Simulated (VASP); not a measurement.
A run of VASP 6.6.1:

File INCAR:

```
SYSTEM = MgSiH4O
PREC = Accurate
ENCUT = 520
EDIFF = 1E-7
ISMEAR = 0
SIGMA = 0.01
LREAL = .False.
LASPH = .True.
NELM = 100
ALGO = Normal
ISIF = 2
LWAVE = .False.
LCHARG = .False.
GGA = PE
NBANDS = 17
```

Contents of KPOINTS:

```
regular mesh
0
Gamma
  1 1 1
  0 0 0
```

Contents of POSCAR:

```
MgSiH4O
1.0
   15.0000000000      0.0000000000      0.0000000000
    0.0000000000     12.0000000000      0.0000000000
    0.0000000000      0.0000000000     12.0000000000
Mg O Si H
1 1 1 4
Direct
    0.4206233300      0.4324083300      0.4435291700
    0.5299033300      0.4814083300      0.4796708300
    0.6279633300      0.5255916700      0.5120458300
    0.3178833300      0.3863416700      0.4095458300
    0.6761033300      0.5698750000      0.4125541700
    0.6236766700      0.6171583300      0.5961208300
    0.6838500000      0.4346916700      0.5603958300
```

Potentials or basis: VASP PAW PBE potentials, release 64 (Mg, O, Si, H).

Launch:

```sh
$ cat potpaw_PBE.64/Mg/POTCAR potpaw_PBE.64/O/POTCAR potpaw_PBE.64/Si/POTCAR potpaw_PBE.64/H/POTCAR > POTCAR
$ mpirun -np 1 vasp_gam > vasp.out
```

Hardware: 1 thread of Intel(R) Xeon(R) Platinum 8259CL CPU @ 2.50GHz (Skylake/Cascade Lake), on a shared host.

Question: How long does it take, and how much memory?

Answer: It took 3.2 min on 1 thread of Intel(R) Xeon(R) Platinum 8259CL CPU @ 2.50GHz (Skylake/Cascade Lake), with other jobs on the host, peak memory 1.5 GiB. Counts: scf iterations 27, k points 1.
